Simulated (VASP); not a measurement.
The system is Mo.

```xyz
1
Lattice="-1.5736 1.5736 1.5736 1.5736 -1.5736 1.5736 1.5736 1.5736 -1.5736" Properties=species:S:1:pos:R:3 pbc="T T T"
Mo    0.0000    0.0000    0.0000
```

| Property | Result |
| --- | --- |
| Program | VASP 6.6.1 |
| Task | relaxation of cell and atoms |
| Functional | PBE |
| Potentials or basis | VASP PAW PBE potentials, release 64 (Mo_sv) |
| Cutoff | 600 eV |
| k mesh | 19 × 19 × 19 |
| Occupations | methfessel-paxton, width 0.1 eV |
| Spin | no spin polarisation |

At the start: pressure 3.8 GPa; volume 15.59 Å³/atom.

Q: How do energy, volume and symmetry change on relaxing?

A: Over 3 steps the energy falls by 2.7 meV/atom and the volume is 15.82 Å³/atom (+1.5 %); space group Im-3m (No. 229, to 0.05 Å).

The path:
```
step  energy change (eV)  largest force (eV/Å)  pressure (GPa)  volume (Å³)
   1              0.0000                0.0000            3.83        15.59
   2              0.0163                0.0000           -9.31        16.44
   3             -0.0027                0.0000           -0.05        15.82
```

Final structure:
```yaml
crystal:
  lattice:
    - [-1.58134, 1.58134, 1.58134]
    - [1.58134, -1.58134, 1.58134]
    - [1.58134, 1.58134, -1.58134]
  atoms:
    - { symbol: Mo, position: [0.00000, 0.00000, 0.00000] }
```
